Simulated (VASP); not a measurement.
The system is Ta.

```
Ta
1.0
    -1.65128    1.65128    1.65128
     1.65128   -1.65128    1.65128
     1.65128    1.65128   -1.65128
Ta
1
Direct
  0.00000 0.00000 0.00000
```

```yaml
Program: VASP 6.6.1
Task: relaxation of cell and atoms
Functional: PBE
Dispersion: D3(BJ)
Potentials_or_basis: VASP PAW PBE potentials, release 64 (Ta_pv)
Cutoff: 600 eV
k_mesh: 16 × 16 × 16
Occupations: methfessel-paxton, width 0.1 eV
Spin: no spin polarisation
```

At the start: pressure -2.7 GPa; volume 18.01 Å³/atom.

Q: How do energy, volume and symmetry change on relaxing?

A: Over 3 steps the energy falls by 2.1 meV/atom and the volume is 17.77 Å³/atom (-1.3 %); space group Im-3m (No. 229, to 0.05 Å).

The path:
```tsv
step	energy change (eV)	largest force (eV/Å)	pressure (GPa)	volume (Å³)
1	0.0000	0.0000	-2.70	18.01
2	0.0086	0.0000	6.55	17.23
3	-0.0021	0.0000	-0.01	17.77
```

Final structure:
```
CELL_PARAMETERS angstrom
-1.64385 1.64385 1.64385
1.64385 -1.64385 1.64385
1.64385 1.64385 -1.64385
ATOMIC_POSITIONS crystal
Ta 0.00000 0.00000 0.00000
```

Caveat: pairwise dispersion overbinds metals, which lowers pressure and volume.
